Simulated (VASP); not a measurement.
# SCF cycles and wall time of BAs (F-43m) with different electronic solvers and density mixing, PBE in VASP

Eight routes lead to the same insulating ground state of BAs, yet one takes 34 self-consistency cycles and others only 12. What makes the path long when the end point is the same?

The question matters as soon as a run is repeated many times. Suppose that a computing cluster is to be checked over its service life by 10,000 repeats of one small job, the single-point energy of this two-atom BAs cell. Three limits are chosen here: an energy shift of at most 0.01 meV/atom against the run with ALGO = Normal, at most 15 cycles per run, and at most 15 hours of wall time for the whole set on two MPI ranks. The quantities screened are the energy error, the cycle count and the wall time of one PBE run at fixed positions.

## Computational details

A cell from a diffraction database. VASP 6.6.1, plane waves with PAW, PBE, 2 atoms at fixed positions, no spin polarisation, no spin-orbit coupling. Held fixed: cutoff 420 eV, k mesh 7×7×7, ISMEAR = -1, SIGMA = 0.05 eV and 2 MPI ranks. Each row is named by the tags or value that set it apart; differences are taken from the run 'ALGO = Normal'. All ran on Intel(R) Xeon(R) Platinum 8259CL CPU @ 2.50GHz (Skylake/Cascade Lake), shared with other work, so times are rough.

Notes on method and selection:

- Runs that did not converge, have known faults or may not be shown are not listed, and runs on Ansatz's PAW sets soft_1 and soft_2 are kept to separate tables.

Columns:

- energy error (meV/atom): energy per atom extrapolated to zero smearing, less that of the reference (ALGO = Normal).
- cycles: SCF cycles.

Input lines of one member:

```
PREC = Accurate
ENCUT = 420
EDIFF = 1E-06
NELM = 100
ISMEAR = -1
SIGMA = 0.05
LREAL = .FALSE.
ALGO = Normal
GGA = PE
NBANDS = 10
LORBIT = 11
KPAR = 2
ISIF = 2
```

Command (options for logging and memory left out): `mpirun -np 2 vasp_std`

## Numbers

| member | energy error (meV/atom) | cycles | wall time (s) |
| --- | --- | --- | --- |
| IMIX = 1, AMIX = 0.2 | 0.001 | 34 | 5.60 |
| ALGO = Damped | 0.000 | 20 | 3.80 |
| ALGO = All | 0.000 | 13 | 3.40 |
| ALGO = VeryFast | 0.000 | 20 | 3.40 |
| ALGO = Fast | 0.000 | 13 | 3.00 |
| AMIX = 0.1, BMIX = 0.01 | 0.001 | 13 | 2.80 |
| ALGO = Normal | 0.000 | 12 | 2.60 |
| AMIX = 0.8 | 0.000 | 12 | 2.60 |

## Interpretation

The clearest effect comes from the mixing scheme. Replacing the default mixer by IMIX = 1 with AMIX = 0.2 raises the cycle count by a factor of 34 / 12 = 2.83 and the wall time by 5.60 / 2.60 = 2.15. The extra cost is (5.60 − 2.60) / (34 − 12) = 0.136 s per added cycle.

The reason lies in how the next input density is built. IMIX = 1 is Kerker mixing, which adds a fixed, damped fraction of the latest density residual and keeps no memory. A weakly screened component of the residual then shrinks by a factor of about 1 − 0.2 = 0.8 per cycle, so that ten cycles gain only about one decimal place. The default mixer combines the residuals of earlier cycles into an estimate of the dielectric response and corrects all components together. Its starting parameters therefore matter little: AMIX = 0.8 needs 12 cycles, and AMIX = 0.1 with BMIX = 0.01 needs 13. The material helps, because a gap and a small cell exclude the long-wavelength charge sloshing that makes mixing delicate in large metallic cells.

Among the solvers, Normal (blocked Davidson), Fast and All need 12 or 13 cycles, while VeryFast and Damped need 20. Their wall times, from 2.60 to 3.80 s, differ by less than a factor of two and give no firm ranking on a shared host.

The cycle count alone does not fix the wall time either. All, Fast and the run with AMIX = 0.1 and BMIX = 0.01 each need 13 cycles, yet take 3.40, 3.00 and 2.80 s. Different work within a cycle and the load on the shared host can both contribute, and these single runs cannot separate them.

## Where the trend breaks

IMIX = 1 with AMIX = 0.2 stands apart in cycles, but its energy can be trusted: it lies 0.001 meV/atom from the reference, a difference at the level of the printed rounding. The run is slow, not wrong.

VeryFast needs 20 cycles where Fast needs 13. VeryFast relies on RMM-DIIS, which refines each orbital towards a nearby eigenstate and so depends on good starting orbitals; Fast prepares them with Davidson steps first. In less simple systems RMM-DIIS can miss a state, but here it reaches the same insulating solution as the other solvers.

Damped also needs 20 cycles, against 13 for All. Both minimise the energy directly, and a likely reason for the difference is that Damped moves with a preset step and friction, whereas All adjusts its step along each search direction.

## Choosing a member

The energy limit removes nothing, since the largest shift in the table is 0.001 meV/atom against the 0.01 allowed. The cycle limit of 15 removes three rows: IMIX = 1 with AMIX = 0.2 (34 cycles), Damped (20) and VeryFast (20).

For the remaining five, the wall time of the set is the number of runs, 10,000, times the time of one run in seconds, divided by the number of seconds in an hour:

- Normal and AMIX = 0.8: 10000 × 2.60 / 3600 = 7.2 h
- AMIX = 0.1, BMIX = 0.01: 10000 × 2.80 / 3600 = 7.8 h
- Fast: 10000 × 3.00 / 3600 = 8.3 h
- All: 10000 × 3.40 / 3600 = 9.4 h

All five fit into 15 hours. The first two do so with a margin of 15 / 7.2 = 2.1, which leaves room for a busy host. These figures assume that every repeat takes as long as the run in the table.

The error of PBE itself enters every energy, whichever solver is used. PBE tends to make bonds slightly too long and too soft, so vibrational frequencies computed with it tend to be somewhat low. A change of solver or mixing neither cures nor worsens this.

The pick is ALGO = Normal with default mixing. The runner-up, AMIX = 0.8, equals it in cycles and in wall time; the default is preferred only because it needs no extra tag and takes a more cautious first mixing step.

A change of system could overturn the pick. In cells with many more atoms, orthogonalising the orbitals takes a growing share of the time, and RMM-DIIS, which does less of it, can make Fast or VeryFast the better choice. In long metallic cells or slabs, stronger damping of the long-wavelength density changes may be needed, and the mixing parameters would then matter.

## What to take away

For this two-atom insulator at fixed positions, solver and mixing change the path and not the energy. A mixer with memory is worth keeping, while fine-tuning its parameters gains nothing visible.

Two effects left out here can lengthen the runs by more than the spread of the table. A shear strain lowers the symmetry and can multiply the number of distinct k points by up to roughly 9, with the computing time rising nearly in step. A hybrid functional adds exact exchange and typically raises the time by a factor of 10 or more.

[Logs are printed without paths, hosts, clocks, repeated set-up lines and the standing remarks that a program may print on its own settings, such as how far it seeks lower states.]
